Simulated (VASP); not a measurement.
All values below come from PBE GGA, VASP's PBE PAW potentials (set 64) (plane waves; VASP).

The input files of a VASP run:

INCAR:
```
# general
SYSTEM   =  TiB2
PREC     =  Accurate
ENCUT    =  520   # plane-wave cut-off (eV)
LREAL    =  .FALSE.   # projection in real space or not
LASPH    =  .TRUE.
NBANDS   =  10

# electronic loop
EDIFF    =  1E-6   # SCF stop (eV)
NELM     =  100   # most electronic steps
ALGO     =  Normal   # blocked Davidson
LMAXMIX  =  4   # l cut-off of mixed one-centre charges

# smearing
ISMEAR   =  1   # Methfessel-Paxton
SIGMA    =  0.1

# functional
GGA      =  PE

# ions
ISIF     =  2   # forces and stress, cell fixed

# output
LWAVE    =  .FALSE.
LCHARG   =  .FALSE.
```

File POSCAR:
```
TiB2
1.0
  1.5276560000  -2.6027400000   0.0000000000
  1.5276560000   2.6027400000   0.0000000000
  0.0000000000   0.0000000000   3.1789610000
Ti B
1 2
Cart
  0.0000000000   0.0000000000   0.0000000000
  1.5276560000   0.8675817352   1.5894805000
  1.5852730737  -0.8675817352   1.5894805000
```

**KPOINTS**
```
Automatic mesh
0
Gamma
10 10 9
0 0 0
```

POTCAR, in this order: Ti_sv B (PBE.64 set). Program: vasp_std.

Output of the run:

OSZICAR:
```
       N       E                     dE             d eps       ncg     rms          rms(c)
DAV:   1     0.125860115856E+03    0.12586E+03   -0.96910E+03  5200   0.207E+03
DAV:   2    -0.145700942836E+02   -0.14043E+03   -0.13889E+03  5290   0.454E+02
DAV:   3    -0.287687090590E+02   -0.14199E+02   -0.13737E+02  7450   0.123E+02
DAV:   4    -0.294700014973E+02   -0.70129E+00   -0.67929E+00  6706   0.247E+01
DAV:   5    -0.294946845473E+02   -0.24683E-01   -0.24283E-01  7090   0.420E+00    0.172E+01
DAV:   6    -0.243425529699E+02    0.51521E+01   -0.32785E+01  6330   0.779E+01    0.413E+00
DAV:   7    -0.243703601048E+02   -0.27807E-01   -0.14233E+00  6092   0.181E+01    0.311E+00
DAV:   8    -0.243791533397E+02   -0.87932E-02   -0.11525E-01  7512   0.453E+00    0.256E-01
DAV:   9    -0.243787817640E+02    0.37158E-03   -0.90015E-03  6390   0.888E-01    0.128E-01
DAV:  10    -0.243788261211E+02   -0.44357E-04   -0.79783E-04  7430   0.445E-01    0.692E-02
DAV:  11    -0.243788239971E+02    0.21240E-05   -0.35809E-04  6652   0.207E-01    0.255E-02
DAV:  12    -0.243788067324E+02    0.17265E-04   -0.14632E-04  6618   0.159E-01    0.400E-03
DAV:  13    -0.243788068545E+02   -0.12210E-06   -0.28042E-06  5550   0.219E-02
   1 F= -.24378807E+02 E0= -.24378624E+02  d E =-.548945E-03
```

OUTCAR:
```
------------------------ aborting loop because EDIFF is reached ----------------------------------------
  FORCE on cell =-STRESS in cart. coord.  units (eV):
  Direction    XX          YY          ZZ          XY          YZ          ZX
  --------------------------------------------------------------------------------------
  Total       -0.2820681      1.1213561      1.1928773     -0.1356848      0.0000000      0.0000000
  in kB      -17.8769347     71.0693863     75.6022645     -8.5994416      0.0000000      0.0000000
  external PRESSURE =      42.9315720 kB  Pullay stress =       0.0000000 kB
  volume of cell :       25.28
      direct lattice vectors                 reciprocal lattice vectors
     1.527656000 -2.602740000  0.000000000     0.327298816 -0.192105243  0.000000000
     1.527656000  2.602740000  0.000000000     0.327298816  0.192105243  0.000000000
     0.000000000  0.000000000  3.178961000     0.000000000  0.000000000  0.314568188
 POSITION                                       TOTAL-FORCE (eV/Angst)
 -----------------------------------------------------------------------------------
      0.00000      0.00000      0.00000         0.420206      0.014704      0.000000
      1.52766      0.86758      1.58948         0.654163     -0.016131      0.000000
      1.58527     -0.86758      1.58948        -1.074369      0.001427      0.000000
 -----------------------------------------------------------------------------------
    total drift:                               -0.000023     -0.000003      0.000000
  FREE ENERGIE OF THE ION-ELECTRON SYSTEM (eV)
  ---------------------------------------------------
  free  energy   TOTEN  =       -24.3788068545 eV

  energy  without entropy=      -24.3782579091  energy(sigma->0) =      -24.37862387
```
(Selected blocks of OUTCAR.)

The compound is TiB2 in the AlB2 type structure. The cell was not relaxed at this level, atoms are displaced from their ideal sites. The run is one of a series of settings (NBANDS = 10 against the base run), some of them coarse on purpose. VASP warned that the highest band is occupied, so more bands are needed.
